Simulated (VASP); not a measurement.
# SrTiO3 (Tausonite) (Pm-3m) in VASP: further runs, part 2 of 2

VASP 6.6.1. The steps go on from the part before.

## Step 3: Band structure, LDA

Input file INCAR:

```
SYSTEM = SrTiO3
ALGO = Normal
EDIFF = 1E-7
ENCUT = 520
GGA = CA
ISIF = 2
ISMEAR = 0
KPAR = 2
LASPH = .TRUE.
LCHARG = .FALSE.
LMAXMIX = 4
LREAL = .FALSE.
LWAVE = .FALSE.
NBANDS = 28
NELM = 80
PREC = Accurate
SIGMA = 0.03
```

Input file KPOINTS:

```
k-points
0
G
  8 8 8
  0 0 0
```

Input file POSCAR:

```
SrTiO3                                  
1.0
    3.8947475959      0.0000000000      0.0000000000
    0.0000000000      3.8947475959      0.0000000000
    0.0000000000      0.0000000000      3.8947475959
  Sr              Ti              O             
     1     1     3
Direct
     0.5000000000000000    0.5000000000000000    0.5000000000000000
     0.0000000000000000    0.0000000000000000    0.0000000000000000
     0.5000000000000000    0.0000000000000000    0.0000000000000000
     0.0000000000000000    0.5000000000000000    0.0000000000000000
     0.0000000000000000    0.0000000000000000    0.5000000000000000
```

KPOINTS_OPT is that of step 2.

Potentials or basis: VASP PAW LDA potentials, release 64 (Sr_sv, Ti_sv, O).

Run with:

```bash
$ cat potpaw_LDA.64/Sr_sv/POTCAR potpaw_LDA.64/Ti_sv/POTCAR potpaw_LDA.64/O/POTCAR > POTCAR
$ mpirun -np 2 vasp_std > vasp.out
```

OUTCAR:

```text
SYSTEM = SrTiO3
   EDIFF = 1E-7
   ENCUT = 520
   GGA = CA
   ISIF = 2
   ISMEAR = 0
   LASPH = .TRUE.
   LREAL = .FALSE.
   NELM = 80
   PREC = Accurate

 ion  position               nearest neighbor table
   1  0.500  0.500  0.500-   3 2.75   4 2.75   5 2.75   3 2.75   4 2.75   3 2.75   5 2.75   3 2.75
                             4 2.75   5 2.75   4 2.75   5 2.75   2 3.37   2 3.37   2 3.37   2 3.37
   2  0.000  0.000  0.000-   3 1.95   4 1.95   5 1.95   5 1.95   4 1.95   3 1.95   1 3.37   1 3.37
                             1 3.37   1 3.37   1 3.37   1 3.37   1 3.37   1 3.37
   3  0.500  0.000  0.000-   2 1.95   2 1.95   1 2.75   1 2.75   1 2.75   1 2.75
   4  0.000  0.500  0.000-   2 1.95   2 1.95   1 2.75   1 2.75   1 2.75   1 2.75
   5  0.000  0.000  0.500-   2 1.95   2 1.95   1 2.75   1 2.75   1 2.75   1 2.75

  LATTYP: Found a simple cubic cell.
 ALAT       =     3.8947475959

  Lattice vectors:

 A1 = (   3.8947475959,   0.0000000000,   0.0000000000)
 A2 = (   0.0000000000,   3.8947475959,   0.0000000000)
 A3 = (   0.0000000000,   0.0000000000,   3.8947475959)

Analysis of symmetry for initial positions (statically):
[... 176 lines left out ...]
  ---------------------------------------------------
  free energy    TOTEN  =       -44.15579454 eV

  energy without entropy =      -44.15579454  energy(sigma->0) =      -44.15579454

 E-fermi :   4.1446     XC(G=0): -11.8371

 val. band max:        3.9427186275   @ k =   0.5000   0.5000   0.5000
 cond. band min:       5.7066593192   @ k =   0.0000   0.0000   0.0000
 fundamental gap:      1.7639406917
 Fermi energy:         4.1446476866

 k-point     1 :       0.0000    0.0000    0.0000
  band No.  band energies     occupation
      1     -51.7523      2.00000
      2     -28.5270      2.00000
      3     -28.4098      2.00000
      4     -28.4098      2.00000
      5     -28.4098      2.00000
      6     -13.2171      2.00000
[... 733 lines left out ...]
     27      12.1388      0.00000
     28      12.6527      0.00000

 [... further k-points ...]
[... 5 lines left out ...]
  --------------------------------------------------------------------------------------
  -------------------------------------------------------------------------------------
  Total       -1.8200973     -1.8200973     -1.8200973      0.0000000     -0.0000000      0.0000000
  in kB      -49.3591007    -49.3591007    -49.3591007      0.0000000     -0.0000000      0.0000000
  external PRESSURE =     -49.3591007 kB  Pullay stress =       0.0000000 kB

 VOLUME and BASIS-vectors are now :
 -----------------------------------------------------------------------------
  energy-cutoff  :      520.00
  volume of cell :       59.08
      direct lattice vectors                 reciprocal lattice vectors
     3.894747596  0.000000000  0.000000000     0.256756048  0.000000000  0.000000000
     0.000000000  3.894747596  0.000000000     0.000000000  0.256756048  0.000000000
     0.000000000  0.000000000  3.894747596     0.000000000  0.000000000  0.256756048

 POSITION                                       TOTAL-FORCE (eV/Angst)
 -----------------------------------------------------------------------------------
      1.94737      1.94737      1.94737         0.000000      0.000000      0.000000
      0.00000      0.00000      0.00000         0.000000      0.000000      0.000000
      1.94737      0.00000      0.00000         0.000000      0.000000      0.000000
      0.00000      1.94737      0.00000         0.000000      0.000000      0.000000
      0.00000      0.00000      1.94737         0.000000      0.000000      0.000000
 -----------------------------------------------------------------------------------
    total drift:                                0.000000     -0.000000      0.000000

  FREE ENERGIE OF THE ION-ELECTRON SYSTEM (eV)
  ---------------------------------------------------
  free  energy   TOTEN  =       -44.1557945388 eV

  energy  without entropy=      -44.1557945388  energy(sigma->0) =      -44.15579454
```

stdout:

```text
POSCAR found type information on POSCAR SrTiO
 POSCAR found :  3 types and       5 ions
 scaLAPACK will be used
 LDA part: xc-table for (Slater(with rela. corr.)+CA(PZ))
 , standard interpolation
 POSCAR, INCAR and KPOINTS ok, starting setup
 FFT: planning ... GRIDC
 FFT: planning ... GRID_SOFT
 FFT: planning ... GRID
 WAVECAR not read
 entering main loop
 Start KPOINTS_OPT (optional k-point list driver)
k-point batch [1-35\188]
k-point batch [36-70\188]
k-point batch [71-105\188]
k-point batch [106-140\188]
k-point batch [141-175\188]
k-point batch [176-188\188]
```

Wall time 72 s (2 MPI ranks of AMD EPYC 9R45 (Zen 5), shared host); peak memory 0.19 GiB.

What came out:

```
Free energy             : -44.1558 eV
Pressure                : -4.9 GPa
Band gap on the k mesh  : 1.76 eV, indirect (least direct gap 2.12 eV)
Band gap along the path : 1.76 eV, indirect (least direct gap 2.12 eV)
```

Levels at the corners of the path, in eV from the valence-band top:
```csv
point,band 16,band 17,band 18,band 19,band 20,band 21,band 22,band 23,band 24,band 25
Γ,-1.20,-1.20,-0.35,-0.35,-0.35,1.76,1.76,1.76,4.39,4.39
X,-2.42,-2.42,-2.07,-0.74,-0.74,1.95,3.78,3.78,4.41,6.63
X,-2.42,-2.42,-2.07,-0.74,-0.74,1.95,3.78,3.78,4.41,6.63
M,-2.96,-1.73,-1.59,-1.59,-0.10,3.79,3.79,4.24,5.39,7.85
M,-2.96,-1.73,-1.59,-1.59,-0.10,3.79,3.79,4.24,5.39,7.85
Γ,-1.20,-1.20,-0.35,-0.35,-0.35,1.76,1.76,1.76,4.39,4.39
Γ,-1.20,-1.20,-0.35,-0.35,-0.35,1.76,1.76,1.76,4.39,4.39
R,-3.81,-3.81,0.00,0.00,0.00,4.48,4.48,4.48,6.87,6.87
R,-3.81,-3.81,0.00,0.00,0.00,4.48,4.48,4.48,6.87,6.87
X,-2.42,-2.42,-2.07,-0.74,-0.74,1.95,3.78,3.78,4.41,6.63
M,-2.96,-1.73,-1.59,-1.59,-0.10,3.79,3.79,4.24,5.39,7.85
R,-3.81,-3.81,0.00,0.00,0.00,4.48,4.48,4.48,6.87,6.87
```

As with any semilocal functional, this LDA gap is likely too small.

## Step 4: Band structure, r2SCAN

INCAR, as its differences from that of step 3:

```diff
@@ -4,3 +4,2 @@
 ENCUT = 520
-GGA = CA
 ISIF = 2
@@ -11,4 +10,6 @@
 LMAXMIX = 4
+LMIXTAU = .TRUE.
 LREAL = .FALSE.
 LWAVE = .FALSE.
+METAGGA = R2SCAN
 NBANDS = 28
```

KPOINTS is that of step 3.

POSCAR is that of step 3.

KPOINTS_OPT is that of step 3.

Potentials or basis: VASP PAW PBE potentials, release 64 (Sr_sv, Ti_sv, O).

Run with:

```bash
$ cat potpaw_PBE.64/Sr_sv/POTCAR potpaw_PBE.64/Ti_sv/POTCAR potpaw_PBE.64/O/POTCAR > POTCAR
$ mpirun -np 2 vasp_std > vasp.out
```

It took 4.8 min on 2 MPI ranks of AMD EPYC 9R45 (Zen 5), shared host; peak memory 0.2 GiB.

It converged, with:

```
Free energy             : -63.3224 eV
Pressure                : 2.8 GPa
Band gap on the k mesh  : 2.29 eV, indirect (least direct gap 2.67 eV)
Band gap along the path : 2.29 eV, indirect (least direct gap 2.67 eV)
```

Levels at the corners of the path, in eV from the valence-band top:
| point | band 16 | band 17 | band 18 | band 19 | band 20 | band 21 | band 22 | band 23 | band 24 | band 25 |
| --- | --- | --- | --- | --- | --- | --- | --- | --- | --- | --- |
| Γ | -1.23 | -1.23 | -0.38 | -0.38 | -0.38 | 2.29 | 2.29 | 2.29 | 4.66 | 4.66 |
| X | -2.38 | -2.38 | -2.03 | -0.77 | -0.77 | 2.46 | 4.22 | 4.22 | 4.67 | 7.03 |
| X | -2.38 | -2.38 | -2.03 | -0.77 | -0.77 | 2.46 | 4.22 | 4.22 | 4.67 | 7.03 |
| M | -2.89 | -1.79 | -1.62 | -1.62 | -0.09 | 4.23 | 4.23 | 4.72 | 5.72 | 8.61 |
| M | -2.89 | -1.79 | -1.62 | -1.62 | -0.09 | 4.23 | 4.23 | 4.72 | 5.72 | 8.61 |
| Γ | -1.23 | -1.23 | -0.38 | -0.38 | -0.38 | 2.29 | 2.29 | 2.29 | 4.66 | 4.66 |
| Γ | -1.23 | -1.23 | -0.38 | -0.38 | -0.38 | 2.29 | 2.29 | 2.29 | 4.66 | 4.66 |
| R | -3.82 | -3.82 | 0.00 | 0.00 | 0.00 | 4.94 | 4.94 | 4.94 | 7.67 | 7.67 |
| R | -3.82 | -3.82 | 0.00 | 0.00 | 0.00 | 4.94 | 4.94 | 4.94 | 7.67 | 7.67 |
| X | -2.38 | -2.38 | -2.03 | -0.77 | -0.77 | 2.46 | 4.22 | 4.22 | 4.67 | 7.03 |
| M | -2.89 | -1.79 | -1.62 | -1.62 | -0.09 | 4.23 | 4.23 | 4.72 | 5.72 | 8.61 |
| R | -3.82 | -3.82 | 0.00 | 0.00 | 0.00 | 4.94 | 4.94 | 4.94 | 7.67 | 7.67 |

Caveat: the PAW data sets were made with another functional, which shifts forces and pressure a little.

## Step 5: Band structure, PBE, spin-orbit coupling, no magnetisation

Input file INCAR:

```
SYSTEM = SrTiO3
ALGO = Normal
EDIFF = 1E-7
ENCUT = 520
GGA = PE
GGA_COMPAT = .FALSE.
ISIF = 2
ISMEAR = 0
KPAR = 2
LASPH = .TRUE.
LCHARG = .FALSE.
LMAXMIX = 4
LORBIT = 11
LREAL = .FALSE.
LSORBIT = .TRUE.
LWAVE = .FALSE.
MAGMOM = 0 0 0 0 0 0 0 0 0 0 0 0 0 0 0
NBANDS = 55
NELM = 80
PREC = Accurate
SIGMA = 0.03
```

Input file KPOINTS:

```
k-points
0
G
  6 6 6
  0 0 0
```

POSCAR is that of step 4.

KPOINTS_OPT is that of step 4.

Potentials or basis: VASP PAW PBE potentials, release 64 (Sr_sv, Ti_sv, O).

Run with:

```bash
$ cat potpaw_PBE.64/Sr_sv/POTCAR potpaw_PBE.64/Ti_sv/POTCAR potpaw_PBE.64/O/POTCAR > POTCAR
$ mpirun -np 2 vasp_ncl > vasp.out
```

OUTCAR:

```text
SYSTEM = SrTiO3
   EDIFF = 1E-7
   ENCUT = 520
   GGA = PE
   ISIF = 2
   ISMEAR = 0
   LASPH = .TRUE.
   LORBIT = 11
   LREAL = .FALSE.
   LSORBIT = .TRUE.
   NELM = 80
   PREC = Accurate

 ion  position               nearest neighbor table
   1  0.500  0.500  0.500-   3 2.75   4 2.75   5 2.75   3 2.75   4 2.75   3 2.75   5 2.75   3 2.75
                             4 2.75   5 2.75   4 2.75   5 2.75   2 3.37   2 3.37   2 3.37   2 3.37
   2  0.000  0.000  0.000-   3 1.95   4 1.95   5 1.95   5 1.95   4 1.95   3 1.95   1 3.37   1 3.37
                             1 3.37   1 3.37   1 3.37   1 3.37   1 3.37   1 3.37
   3  0.500  0.000  0.000-   2 1.95   2 1.95   1 2.75   1 2.75   1 2.75   1 2.75
   4  0.000  0.500  0.000-   2 1.95   2 1.95   1 2.75   1 2.75   1 2.75   1 2.75
   5  0.000  0.000  0.500-   2 1.95   2 1.95   1 2.75   1 2.75   1 2.75   1 2.75

  LATTYP: Found a simple cubic cell.
 ALAT       =     3.8947475959

  Lattice vectors:

 A1 = (   3.8947475959,   0.0000000000,   0.0000000000)
 A2 = (   0.0000000000,   3.8947475959,   0.0000000000)
 A3 = (   0.0000000000,   0.0000000000,   3.8947475959)

Analysis of symmetry for initial positions (statically):
[... 1355 lines left out ...]
     0.0000000     0.0000000     0.0000000     0.0000000     0.0000000     0.0000000     0.0000000
[... 69 lines left out ...]
 l=   2
     0.0000000     0.0000000     0.0000000     0.0000000     0.0000000
     0.0000000     0.0000000     0.0000000     0.0000000     0.0000000
     0.0000000     0.0000000     0.0000000     0.0000000     0.0000000
     0.0000000     0.0000000     0.0000000     0.0000000     0.0000000
     0.0000000     0.0000000     0.0000000     0.0000000     0.0000000
 l=   3
     0.0000000     0.0000000     0.0000000     0.0000000     0.0000000     0.0000000     0.0000000
     0.0000000     0.0000000     0.0000000     0.0000000     0.0000000     0.0000000     0.0000000
     0.0000000     0.0000000     0.0000000     0.0000000     0.0000000     0.0000000     0.0000000
     0.0000000     0.0000000     0.0000000     0.0000000     0.0000000     0.0000000     0.0000000
     0.0000000     0.0000000     0.0000000     0.0000000     0.0000000     0.0000000     0.0000000
     0.0000000     0.0000000     0.0000000     0.0000000     0.0000000     0.0000000     0.0000000
     0.0000000     0.0000000     0.0000000     0.0000000     0.0000000     0.0000000     0.0000000

 total charge

# of ion       s       p       d       tot
------------------------------------------
    1        1.999   5.818   0.205   8.022
    2        2.234   6.327   1.771  10.331
    3        1.565   3.498   0.000   5.063
    4        1.565   3.498   0.000   5.063
    5        1.565   3.498   0.000   5.063
--------------------------------------------------
tot          8.928  22.638   1.976  33.541

 magnetization (x)

# of ion       s       p       d       tot
------------------------------------------
    1       -0.000  -0.000  -0.000  -0.000
    2        0.000   0.000  -0.000  -0.000
    3       -0.000   0.000   0.000  -0.000
    4        0.000   0.000   0.000   0.000
    5        0.000   0.000   0.000   0.000
--------------------------------------------------
tot         -0.000   0.000  -0.000   0.000

 magnetization (y)

# of ion       s       p       d       tot
------------------------------------------
    1        0.000   0.000   0.000   0.000
    2        0.000   0.000   0.000   0.000
    3        0.000   0.000   0.000   0.000
    4       -0.000   0.000   0.000  -0.000
    5       -0.000  -0.000   0.000  -0.000
--------------------------------------------------
tot          0.000  -0.000   0.000   0.000

 magnetization (z)

# of ion       s       p       d       tot
------------------------------------------
    1       -0.000  -0.000  -0.000  -0.000
    2        0.000  -0.000   0.000   0.000
    3       -0.000   0.000   0.000   0.000
    4       -0.000  -0.000   0.000  -0.000
    5        0.000   0.000   0.000   0.000
--------------------------------------------------
tot         -0.000  -0.000   0.000  -0.000
```

Wall time 4.9 min (2 MPI ranks of AMD EPYC 9R45 (Zen 5), shared host); peak memory 0.38 GiB.

What came out:

```
Free energy                                           : -40.1504 eV
Pressure                                              : 6.5 GPa
Valence electrons inside the program's atomic spheres : Sr 8.02; Ti 10.33; O 5.06
```

## Step 6: Band structure, TB-mBJ

POSCAR is that of step 5.

Input file INCAR.step1:

```
SYSTEM = SrTiO3
ALGO = Normal
EDIFF = 1E-5
ENCUT = 520
GGA = PE
ISIF = 2
ISMEAR = 0
KPAR = 2
LASPH = .TRUE.
LCHARG = .FALSE.
LMAXMIX = 4
LREAL = .FALSE.
LWAVE = .TRUE.
NBANDS = 28
NELM = 80
PREC = Accurate
SIGMA = 0.03
```

Input file INCAR.step2:

```
SYSTEM = SrTiO3
ALGO = Normal
EDIFF = 1E-7
ENCUT = 520
ISIF = 2
ISMEAR = 0
ISTART = 1
KPAR = 2
LASPH = .TRUE.
LCHARG = .FALSE.
LMAXMIX = 4
LREAL = .FALSE.
LWAVE = .FALSE.
METAGGA = MBJ
NBANDS = 28
NELM = 80
PREC = Accurate
SIGMA = 0.03
```

Input file KPOINTS:

```
k-points
0
G
  8 8 8
  0 0 0
```

KPOINTS_OPT is that of step 5.

Potentials or basis: VASP PAW PBE potentials, release 64 (Sr_sv, Ti_sv, O).

Run with:

```bash
$ cat potpaw_PBE.64/Sr_sv/POTCAR potpaw_PBE.64/Ti_sv/POTCAR potpaw_PBE.64/O/POTCAR > POTCAR
$ cp INCAR.step1 INCAR
$ mpirun -np 2 vasp_std > vasp.out
$ cp INCAR.step2 INCAR
$ mpirun -np 2 vasp_std > vasp.out
```

OUTCAR:

```text
SYSTEM = SrTiO3
   EDIFF = 1E-7
   ENCUT = 520
   ISIF = 2
   ISMEAR = 0
   ISTART = 1
   LASPH = .TRUE.
   LREAL = .FALSE.
   METAGGA = MBJ
   NELM = 80
   PREC = Accurate

 ion  position               nearest neighbor table
   1  0.500  0.500  0.500-   3 2.75   4 2.75   5 2.75   3 2.75   4 2.75   3 2.75   5 2.75   3 2.75
                             4 2.75   5 2.75   4 2.75   5 2.75   2 3.37   2 3.37   2 3.37   2 3.37
   2  0.000  0.000  0.000-   3 1.95   4 1.95   5 1.95   5 1.95   4 1.95   3 1.95   1 3.37   1 3.37
                             1 3.37   1 3.37   1 3.37   1 3.37   1 3.37   1 3.37
[... 953 lines left out ...]
  -------------------------------------------------------------------------------------
  Total     -108.2725340   -108.2725340   -108.2725340      0.0000000      0.0000000      0.0000000
  in kB    -2936.2358011  -2936.2358011  -2936.2358011      0.0000000      0.0000000      0.0000000
  external PRESSURE =   -2936.2358011 kB  Pullay stress =       0.0000000 kB

 VOLUME and BASIS-vectors are now :
 -----------------------------------------------------------------------------
  energy-cutoff  :      520.00
  volume of cell :       59.08
      direct lattice vectors                 reciprocal lattice vectors
     3.894747596  0.000000000  0.000000000     0.256756048  0.000000000  0.000000000
     0.000000000  3.894747596  0.000000000     0.000000000  0.256756048  0.000000000
     0.000000000  0.000000000  3.894747596     0.000000000  0.000000000  0.256756048

 POSITION                                       TOTAL-FORCE (eV/Angst)
 -----------------------------------------------------------------------------------
      1.94737      1.94737      1.94737         0.000000      0.000000      0.000000
      0.00000      0.00000      0.00000         0.000000      0.000000      0.000000
      1.94737      0.00000      0.00000         0.000000      0.000000      0.000000
      0.00000      1.94737      0.00000         0.000000      0.000000      0.000000
      0.00000      0.00000      1.94737         0.000000      0.000000      0.000000
 -----------------------------------------------------------------------------------
    total drift:                               -0.000000     -0.000000      0.000000

  FREE ENERGIE OF THE ION-ELECTRON SYSTEM (eV)
  ---------------------------------------------------
  free  energy   TOTEN  =       221.8972885085 eV

  energy  without entropy=      221.8972885085  energy(sigma->0) =      221.89728851
```

OUTCAR.step1:

```text
SYSTEM = SrTiO3
   EDIFF = 1E-5
   ENCUT = 520
   GGA = PE
   ISIF = 2
[... 981 lines left out ...]
      0.00000      0.00000      0.00000         0.000000      0.000000      0.000000
      1.94737      0.00000      0.00000         0.000000      0.000000      0.000000
      0.00000      1.94737      0.00000         0.000000      0.000000      0.000000
      0.00000      0.00000      1.94737         0.000000      0.000000      0.000000
 -----------------------------------------------------------------------------------
    total drift:                                0.000000     -0.000000      0.000000

  FREE ENERGIE OF THE ION-ELECTRON SYSTEM (eV)
  ---------------------------------------------------
  free  energy   TOTEN  =       -40.0592802081 eV

  energy  without entropy=      -40.0592802081  energy(sigma->0) =      -40.05928021
```

Wall time 3.2 min (2 MPI ranks of AMD EPYC 9R45 (Zen 5), shared host); peak memory 0.21 GiB.

Results:

| Quantity | Value |
| --- | --- |
| Band gap on the k mesh | 2.85 eV, indirect (least direct gap 3.26 eV) |
| Band gap along the path | 2.85 eV, indirect (least direct gap 3.26 eV) |

Levels at the corners of the path, in eV from the valence-band top:
```tsv
point	band 16	band 17	band 18	band 19	band 20	band 21	band 22	band 23	band 24	band 25
Γ	-1.11	-1.11	-0.42	-0.42	-0.42	2.85	2.85	2.85	4.32	4.32
X	-2.08	-2.08	-1.71	-0.76	-0.76	2.99	4.33	4.50	4.50	6.74
X	-2.08	-2.08	-1.71	-0.76	-0.76	2.99	4.33	4.50	4.50	6.74
M	-2.50	-1.69	-1.45	-1.45	-0.08	4.51	4.51	5.05	5.42	8.62
M	-2.50	-1.69	-1.45	-1.45	-0.08	4.51	4.51	5.05	5.42	8.62
Γ	-1.11	-1.11	-0.42	-0.42	-0.42	2.85	2.85	2.85	4.32	4.32
Γ	-1.11	-1.11	-0.42	-0.42	-0.42	2.85	2.85	2.85	4.32	4.32
R	-3.42	-3.42	0.00	0.00	0.00	5.20	5.20	5.20	7.96	7.96
R	-3.42	-3.42	0.00	0.00	0.00	5.20	5.20	5.20	7.96	7.96
X	-2.08	-2.08	-1.71	-0.76	-0.76	2.99	4.33	4.50	4.50	6.74
M	-2.50	-1.69	-1.45	-1.45	-0.08	4.51	4.51	5.05	5.42	8.62
R	-3.42	-3.42	0.00	0.00	0.00	5.20	5.20	5.20	7.96	7.96
```

Caveat: the PAW data sets were made with another functional, which shifts forces and pressure a little.

## Step 7: Summary

```csv
level,potentials or basis,spin,k mesh,gap on the mesh (eV),pressure (GPa)
PBE,"VASP PAW PBE potentials, release 64 (Sr_sv, Ti_sv, O)",off,8 × 8 × 8,1.87,6.5
LDA,"VASP PAW LDA potentials, release 64 (Sr_sv, Ti_sv, O)",off,8 × 8 × 8,1.76,-4.9
r2SCAN,"VASP PAW PBE potentials, release 64 (Sr_sv, Ti_sv, O)",off,8 × 8 × 8,2.29,2.8
PBE,"VASP PAW PBE potentials, release 64 (Sr_sv, Ti_sv, O)","SOC, no magnetisation",6 × 6 × 6,-,6.5
TB-mBJ,"VASP PAW PBE potentials, release 64 (Sr_sv, Ti_sv, O)",off,8 × 8 × 8,2.85,-
```

Alike in all rows: task band structure; cell as given; cutoff (eV) 520; smearing gaussian 0.03 eV.

Caveats: the PAW data sets were made with another functional, which shifts forces and pressure a little (some runs).

Absolute energies hang on the potentials; compare differences alone.
